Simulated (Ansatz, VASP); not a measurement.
**TiWCClO (Ti2CO2 MXene under W2CCl2 MXene, AB): VASP beside Ansatz**

Aim: how closely do two programs agree when they are given the same cell, functional and k mesh? The structure shown is the start of the Ansatz relaxation below; VASP solves that cell, so the two are compared at the walk's first step.

Program: Ansatz 0.2.0. Level of theory: plane waves, with VASP 6.6.1 beside it; single point at RPBE with D3(BJ). Results are calculated unless marked as measured.

### Step 1. The structure

The cell holds 10 atoms: 2 O, 2 Ti, 2 C, 2 Cl and 2 W. Cell: a = 3.113 Å, b = 3.113 Å, c = 50.812 Å, α = 90.0°, β = 90.0°, γ = 120.0°. Vacuum lies along c. The height across the vacuum is the one that the program set for its solve, not the one typed.

Structure file:

```cif
data_structure
_symmetry_space_group_name_H-M 'P 1'
_symmetry_Int_Tables_number 1
_cell_length_a 3.1128
_cell_length_b 3.1128
_cell_length_c 50.8124
_cell_angle_alpha 90.000
_cell_angle_beta 90.000
_cell_angle_gamma 120.000
_cell_volume 426.39
loop_
_atom_site_label
_atom_site_type_symbol
_atom_site_fract_x
_atom_site_fract_y
_atom_site_fract_z
_atom_site_occupancy
O1 O 0.33333 0.66667 0.17712 1
O2 O 0.66667 0.33333 0.26850 1
Ti3 Ti 0.66667 0.33333 0.19874 1
Ti4 Ti 0.33333 0.66667 0.24688 1
C5 C 0.00000 0.00000 0.22281 1
C6 C 0.33333 0.66667 0.38523 1
Cl7 Cl 0.66667 0.33333 0.32754 1
Cl8 Cl 0.00000 0.00000 0.44293 1
W9 W 0.00000 0.00000 0.36096 1
W10 W 0.66667 0.33333 0.40950 1
```

### Step 2. Ansatz: relaxation, RPBE with D3(BJ)

Ansatz runs on its default PAW (the set named soft_2) files.

The two programs are compared at the cell with which this relaxation starts, whose forces are those of its first step.

File input.yaml:

```yaml
crystal:
  lattice:
    - [3.112824, 0.0, 0.0]
    - [-1.556412, 2.6957846615, 0.0]
    - [0.0, 0.0, 31.5061850488]
  atoms:
    - { symbol: O, position: [0.3333333333, 0.6666666667, 0.2856581965] }
    - { symbol: Ti, position: [0.6666666667, 0.3333333333, 0.3205166855] }
    - { symbol: C, position: [0.0, 0.0, 0.3593430971] }
    - { symbol: Ti, position: [0.3333333333, 0.6666666667, 0.3981695086] }
    - { symbol: O, position: [0.6666666667, 0.3333333333, 0.4330279977] }
    - { symbol: Cl, position: [0.6666666667, 0.3333333333, 0.5282473965] }
    - { symbol: W, position: [0.0, 0.0, 0.5821529925] }
    - { symbol: C, position: [0.3333333333, 0.6666666667, 0.6212946] }
    - { symbol: W, position: [0.6666666667, 0.3333333333, 0.6604362075] }
    - { symbol: Cl, position: [0.0, 0.0, 0.7143418035] }
  periodic: [true, true, false]
kpoints:
  mp_grid: { grid: [12, 12, 1] }
hamiltonian:
  xc: rpbe
  dispersion: d3bj
scf:
  occupations: { method: fermi_dirac, width: 0.05 }
  convergence: { dr2_threshold: 1.0e-09 }
relax:
  f_tol: 0.004
  max_steps: 90
  cell: {}
output:
  write_potential: true
  write_density: true
  volumetric_format: npy
```

Launch:

```sh
$ ansatz run input.yaml --threads 4 --pin off --max-ram 6144MiB --backend cpu --events-out ev --progress --plain --runs-dir out
```

Numbers of over 12 decimals in the logs are rounded to 6 here.

Output:

```text
Warning: crystal.periodic: the lattice vector that does not repeat stood 0.000° off the slab's normal, 31.506 Å along it as the deck builds it. The run solves the slab on a vector along the normal, 50.812 Å long, with every atom where it was (on the deck's vector they left 18.00 Å outside them, and the widest stretch free of ions among them is 3.00 Å). A fractional position that the run reports is one of the run's ce [...]
Warning: relax.cell: scf.convergence.dr2_threshold = 1e-9 eV is looser than the 1.8098213138e-10 eV advised for a relaxation that steers and ends on the stress (1e-10 eV for each atom of the cell: 10, times the square of relax.cell.stress_2d_tol = 0.05 N/m over 23.5 Å (the atoms' height at the walk's start and 5 Å past either face), 2.127e-2 GPa, over a crystal's default 0.05). What an SCF threshold leaves in a stress goes as its square root, and in the free energy as the threshold itself, and one threshold admits the most on a small cell: [figures from the program's tests cut] Set scf.convergence.dr2_threshold to 1.8098213138e-10 eV or tighter. [rest of the remark cut]
crystal.periodic: the lattice vector that does not repeat stood 0.000° off the slab's normal, 31.506 Å along it as the deck builds it. The run solves the slab on a vector along the normal, 50.812 Å long, with every atom where it was (on the deck's vector they left 18.00 Å outside them, and the widest stretch free of ions among them is 3.00 Å). A fractional position that the run reports is one of the run's cell, which [...]
Engine: ansatz 0.2.0, aarch64-unknown-linux-gnu
Pseudopotentials: kind: paw
Pseudopotential: O, paw, valence charge 6, recommended cutoff 420 eV (normal), O.paw.azcp
[...]
preconditioner: auto → LDOS  [metal: Δε(μ)=0.040 eV  Ē_g=9.097 eV  σ=0.050 eV  W_gap=0.19  n_scr=34 (ndim 8)  ℏωp=14.1 eV  f_vac=0.675  D(μ)=2.38/eV (n_scr^D=16)  β→1.0]
SCF iter   2: F=—  HF=-29635.551842 eV  |F-HF|=—  |Δ(HF+E_count)|=   3.64e-5  Δρ=1.78e-5  dr2=1.80e-6  ethr=6.80e-9  ⟨swp⟩=2.7  Hψ=1731  notcnv=0
SCF iter   3: F=—  HF=-29635.551842 eV  |F-HF|=—  |Δ(HF+E_count)|=   8.92e-8  Δρ=6.21e-6  dr2=1.74e-7  ethr=2.09e-9  ⟨swp⟩=3.6  Hψ=2132  notcnv=0
SCF iter   4: F=—  HF=-29635.551842 eV  |F-HF|=—  |Δ(HF+E_count)|=   4.07e-8  Δρ=2.18e-6  dr2=2.98e-8  ethr=2.03e-10  ⟨swp⟩=3.5  Hψ=2060  notcnv=0
SCF iter   5: F=—  HF=-29635.551842 eV  |F-HF|=—  |Δ(HF+E_count)|=   2.67e-9  Δρ=6.49e-7  dr2=1.43e-9  ethr=3.46e-11  ⟨swp⟩=3.4  Hψ=1962  notcnv=0
SCF iter   6: F=-29635.551842 eV  HF=-29635.551842 eV  |F-HF|=1.92e-9  |Δ(HF+E_count)|=   1.29e-8  Δρ=2.37e-7  dr2=1.31e-10  ethr=1.16e-12  ⟨swp⟩=14.3  Hψ=9328  notcnv=0
SCF 10 converged in 6 iterations: F = -29635.551842 eV  dr2 = 1.31e-10
relax step  10: F+E_penalty+E_count = -29635.55184239 eV  Δ(F+E_penalty+E_count) = +1.553e-5 eV  max|allowed force component| = 3.233e-4 eV/Å  Δτ_max = 0.0002 Å  P = +0.001 N/m  Ω = 376.668 Å³  energy of the carried Pulay correction = +1.887e-4 eV  fix = [c, alpha, beta]  reactions: c +0.000 N/m  (6 SCF iters, accepted)
iter 1 solved again at ethr=1.65e-7 eV; its pass at ethr=3.10e-3 eV (dr2=1.42e-4 eV) is discarded
SCF iter   1: F=—  HF=-29635.551501 eV  |F-HF|=—  |Δ(HF+E_count)|=         —  Δρ=4.64e-6  dr2=2.58e-8  ethr=1.65e-7  ⟨swp⟩=7.7  Hψ=12577  notcnv=0
eigensolver tolerance schedule: the retry pair's looser diagonalisation over-reported the residual by 5516.43 of it (diagonalisation noise at 0.42 of the residual, at the tolerance the schedule requests for it); recorded, not acted on — ethr = c·dr2/N_el stays at c = 1.0e-1
preconditioner: auto → LDOS  [metal: Δε(μ)=0.040 eV  Ē_g=9.097 eV  σ=0.050 eV  W_gap=0.20  n_scr=34 (ndim 8)  ℏωp=14.1 eV  f_vac=0.675  D(μ)=2.38/eV (n_scr^D=16)  β→1.0]
SCF iter   2: F=—  HF=-29635.551610 eV  |F-HF|=—  |Δ(HF+E_count)|=   1.09e-4  Δρ=4.90e-6  dr2=6.94e-8  ethr=3.00e-11  ⟨swp⟩=8.2  Hψ=5372  notcnv=0
SCF iter   3: F=—  HF=-29635.551610 eV  |F-HF|=—  |Δ(HF+E_count)|=   2.89e-8  Δρ=1.79e-6  dr2=8.13e-9  ethr=3.00e-11  ⟨swp⟩=3.5  Hψ=2076  notcnv=0
SCF iter   4: F=—  HF=-29635.551610 eV  |F-HF|=—  |Δ(HF+E_count)|=   2.21e-8  Δρ=1.25e-6  dr2=4.42e-9  ethr=9.45e-12  ⟨swp⟩=3.1  Hψ=1827  notcnv=0
SCF iter   5: F=—  HF=-29635.551610 eV  |F-HF|=—  |Δ(HF+E_count)|=   3.41e-9  Δρ=6.65e-7  dr2=1.77e-9  ethr=5.14e-12  ⟨swp⟩=3.1  Hψ=1890  notcnv=0
SCF iter   6: F=-29635.551610 eV  HF=-29635.551610 eV  |F-HF|=1.16e-10  |Δ(HF+E_count)|=   3.00e-9  Δρ=1.19e-7  dr2=3.22e-11  ethr=1.16e-12  ⟨swp⟩=19.4  Hψ=9895  notcnv=0
SCF 11 converged in 6 iterations: F = -29635.551610 eV  dr2 = 3.22e-11
relax step  11: F+E_penalty+E_count = -29635.55161020 eV  Δ(F+E_penalty+E_count) = +2.322e-4 eV  max|allowed force component| = 3.462e-4 eV/Å  Δτ_max = 0.0000 Å  P = -0.003 N/m  Ω = 376.668 Å³  fix = [c, alpha, beta]  reactions: c -0.000 N/m  stress off target by 2.66e-3 N/m on what of the cell is left free  SCF on the basis re-selected at this cell (its energy is not comparable with the rows above)  (6 SCF iters)
basis re-selected at this cell: Δ(F+E_penalty+E_count) = +2.322e-4 eV, ΔP = -0.003 N/m vs the last step (what re-selecting the basis moved, of the pressure what is left beyond the Pulay correction that the steps carried, after the strain that the cell walked since its last selection, with what the two solves' SCF thresholds leave and, on support functions, any second-order correction that the steps lacked; it is no m [...]
SCF converged after 6 iterations
Free energy (F): -29635.551610 eV
Harris-Foulkes:  -29635.551610 eV  (|F-HF|=1.16e-10)
Internal energy: -29635.531989 eV  (E = F + TS)
E sigma→0 (E₀):  -29635.541800 eV
Entropy (-TS):   -0.019621 eV (-1.962 meV/atom)
Fermi energy:    -5.017149 eV
--- Per-component energies (eV) ---
  E_band       = -2227.303301
  E_kinetic    = 2329.734382
  E_local      = -685607.382632  (includes V_loc(G=0)·N_el)
  E_nonlocal   = 210.535459
  E_hartree    = 341395.378798
  E_xc         = -1201.543494
  E_vxc        = -1290.105438  (∫ρ·V_xc dr)
  E_paw        = -21095.857875  (= ΣΔE_a)
  E_vpaw       = -660.848152  (= ΣTr[D̂ρ^β])
  E_aug_tail   = 0.005323  (compensation charges beyond the density's cutoff)
  E_ewald      = 334353.277309
  E_disp       = -19.384287  (pairwise vdW)
  E_core_change = -0.294972  (= ΣΔE_core)
  E_smearing   = -0.019621  (= −TS)
  E_closure    = -0.000000  (closes the sum)
  Σ components = -29635.551610   (vs F -29635.551610, Δ=0.00e0)
--- Forces (eV/Å), atoms counted from 1 ---
  atom   1  O      0.00000000     0.00000000     0.00024110
  atom   2  Ti     0.00000000     0.00000000    -0.00034605
  atom   3  C      0.00000000     0.00000000     0.00017209
  atom   4  Ti     0.00000000    -0.00000000    -0.00029874
  atom   5  O      0.00000000    -0.00000000     0.00023843
  atom   6  Cl     0.00000000    -0.00000000     0.00002733
  atom   7  W      0.00000000    -0.00000000    -0.00010391
  atom   8  C      0.00000000    -0.00000000     0.00002850
  atom   9  W     -0.00000000     0.00000000    -0.00006879
  atom  10  Cl     0.00000000     0.00000000     0.00011107
  max |Σ_I F_I| component: 1.02e-6 eV/Å
--- 2D stress c σ (N/m, compression-positive) ---
       -0.002657       0.000000       0.000000
        0.000000      -0.002657       0.000000
        0.000000       0.000000      -0.000000
  P = ½ c Tr σ = -0.0027 N/m
--- Band table (eV; the first three rows and the last of 19) ---
  k-point 0: bands = ["-80.0718", "-80.0215", "-62.5753", "-62.5267", "-44.7971", "-44.3526", "-44.0121", "-44.0121", "-43.9544", "-43.9544", "-38.9725", "-38.6627", "-38.5044", "-38.5044", "-38.4773", "-38.4773", "-24.0692", "-23.8864", "-23.8427", "-23.7313", "-19.5842", "-16.5334", "-14.8100", "-12.1970", "-11.3701", "-10.8623", "-10.6668", "-10.6668", "-9.8989", "-9.8989", "-9.4815", "-9.3849", "-9.3849", "-8.6078", "-8.3433", "-8.3433", "-7.2492", "-7.2492", "-6.7257", "-6.7257", "-6.2809", "-5.2661", "-5.2661", "-4.5520", "-4.5520", "-4.5336", "-4.5336", "-4.2866", "-4.2866", "-3.7760", "-3.5223", "-3.2168", "-3.2168"]
  k-point 1: bands = ["-80.0679", "-80.0182", "-62.5687", "-62.5214", "-44.7832", "-44.3521", "-44.0647", "-44.0267", "-44.0058", "-43.9642", "-38.9583", "-38.6697", "-38.5402", "-38.5211", "-38.5159", "-38.4840", "-24.0123", "-23.8329", "-23.7532", "-23.6460", "-19.4821", "-16.4970", "-14.5847", "-12.3316", "-11.3358", "-10.8932", "-10.6421", "-10.5994", "-10.0515", "-9.8383", "-9.5984", "-9.3556", "-9.2529", "-8.8225", "-8.6066", "-8.3569", "-7.9045", "-7.6180", "-6.8445", "-6.4810", "-6.1703", "-6.0009", "-5.6956", "-4.9099", "-4.6107", "-4.5235", "-4.2401", "-4.1633", "-3.8842", "-3.3980", "-3.2310", "-3.1462", "-3.0603"]
  k-point 2: bands = ["-80.0573", "-80.0090", "-62.5505", "-62.5071", "-44.7457", "-44.3599", "-44.1984", "-44.1421", "-44.0657", "-43.9915", "-38.9189", "-38.7315", "-38.6484", "-38.5846", "-38.5457", "-38.5035", "-23.8748", "-23.7209", "-23.4692", "-23.3946", "-19.2104", "-16.3749", "-13.9824", "-12.6011", "-11.4104", "-10.8767", "-10.6451", "-10.4785", "-10.2016", "-9.9805", "-9.8261", "-9.6860", "-9.5563", "-9.2889", "-8.8880", "-8.5303", "-8.3703", "-8.0647", "-7.2526", "-7.1041", "-6.2728", "-6.1816", "-5.9911", "-5.3243", "-4.6115", "-4.5347", "-4.3672", "-3.7810", "-3.5287", "-3.0595", "-2.7550", "-2.7262", "-2.3241"]
  k-point 18: bands = ["-80.0058", "-79.9655", "-62.4570", "-62.4433", "-44.6078", "-44.5998", "-44.5814", "-44.4626", "-44.3365", "-44.3299", "-39.0053", "-39.0044", "-38.9432", "-38.8408", "-38.6422", "-38.6189", "-23.4086", "-23.2994", "-21.7915", "-21.7733", "-17.8530", "-15.0741", "-13.0991", "-13.0697", "-12.5412", "-12.4843", "-11.7093", "-11.7060", "-11.1443", "-11.0904", "-11.0900", "-10.4666", "-10.3600", "-10.1256", "-10.0917", "-9.0180", "-8.9583", "-8.4270", "-8.2070", "-8.0890", "-6.6655", "-5.3797", "-5.3579", "-5.2763", "-3.5426", "-3.5416", "-3.5123", "-3.0675", "-3.0287", "-2.0651", "-1.9927", "-1.9037", "-1.4132"]
  the weakly bound empty levels are not read free of the cell's end (no_gap_told)
--- Relaxed structure (9 steps of the walk, 9 accepted, 2 SCFs on fresh bases) ---
  F+E_penalty+E_count = -29635.55161020 eV   max|allowed force component| = 3.462e-4 eV/Å   (the final SCF, on the basis selected at the relaxed cell)
  cell:  # Å, volume = 376.6676 Å³
    - [2.925695, 0, 0]
    - [-1.462848, 2.533726, 0]
    - [0, 0, 50.812370]
  atoms:
    - { symbol: O, position: [0.333333, 0.666667, 0.179586] }
    - { symbol: Ti, position: [0.666667, 0.333333, 0.198712] }
    - { symbol: C, position: [-1.7763568395198218e-17, -2.220446049258426e-17, 0.223385] }
    - { symbol: Ti, position: [0.333333, 0.666667, 0.247694] }
    - { symbol: O, position: [0.666667, 0.333333, 0.267287] }
    - { symbol: Cl, position: [0.666667, 0.333333, 0.323423] }
    - { symbol: W, position: [-1.776356839519802e-17, -2.220446049258387e-17, 0.360145] }
    - { symbol: C, position: [0.333333, 0.666667, 0.384689] }
    - { symbol: W, position: [0.666667, 0.333333, 0.409046] }
    - { symbol: Cl, position: [-1.776356839519802e-17, -2.220446049258387e-17, 0.446251] }
```

In the SCF lines HF is the Harris–Foulkes energy and dr2 the Hartree energy of the density residual, in eV; the loop may stop once dr2 is under the threshold and the program's other checks hold. Hψ counts applications of the Hamiltonian.

(Continued in part 2 of 2.)

[Lines on the potential files, build, host, timing and source positions are cut from VASP's logs without a mark.]

[Logs are printed without paths, hosts, clocks, repeated set-up lines and the standing remarks that a program may print on its own settings, such as how far it seeks lower states.]

[Hosts, paths, dates, database ids (printed as entryN), source tags and the programs' standing remarks are cut or masked in the printed files.]
